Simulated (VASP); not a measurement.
```yaml
crystal:
  lattice:
    - [3.11837, 0.00000, 0.00000]
    - [0.00000, 3.11837, 0.00000]
    - [0.00000, 0.00000, 3.11837]
  atoms:
    - { symbol: Zn, position: [0.50000, 0.50000, 0.50000] }
    - { symbol: Au, position: [0.00000, 0.00000, 0.00000] }
```

These are revTPSS meta-GGA, VASP's PBE PAW potentials (set 64) (plane waves; VASP) values and carry that method's errors. Settings: 520 eV cut-off, 13×13×13 Γ-centred mesh, tetrahedra with Blöchl corrections, potentials Zn Au.

Problem. Give the energies of bands 6 to 14 at the high-symmetry points, in eV from the Fermi level.

Solution. 
```json
[
 {"band": "6", "Γ": "-7.70", "X": "-7.53", "M": "-6.63", "R": "-6.70"},
 {"band": "7", "Γ": "-5.65", "X": "-6.05", "M": "-5.26", "R": "-6.70"},
 {"band": "8", "Γ": "-5.65", "X": "-5.61", "M": "-4.22", "R": "-6.70"},
 {"band": "9", "Γ": "-3.85", "X": "-5.10", "M": "-4.22", "R": "-3.21"},
 {"band": "10", "Γ": "-3.85", "X": "-5.10", "M": "-3.26", "R": "-3.21"},
 {"band": "11", "Γ": "-3.85", "X": "-4.02", "M": "-2.14", "R": "1.56"},
 {"band": "12", "Γ": "5.06", "X": "-2.42", "M": "-2.14", "R": "3.75"},
 {"band": "13", "Γ": "5.06", "X": "10.29", "M": "0.99", "R": "3.75"},
 {"band": "14", "Γ": "5.06", "X": "11.33", "M": "2.67", "R": "3.75"}
]
```

It has no gap at this level: it comes out as a metal or semimetal.

The compound is AuZn in the CsCl type structure. It was relaxed first. The electron count is odd and the run is not spin-polarised, which forces a metal.
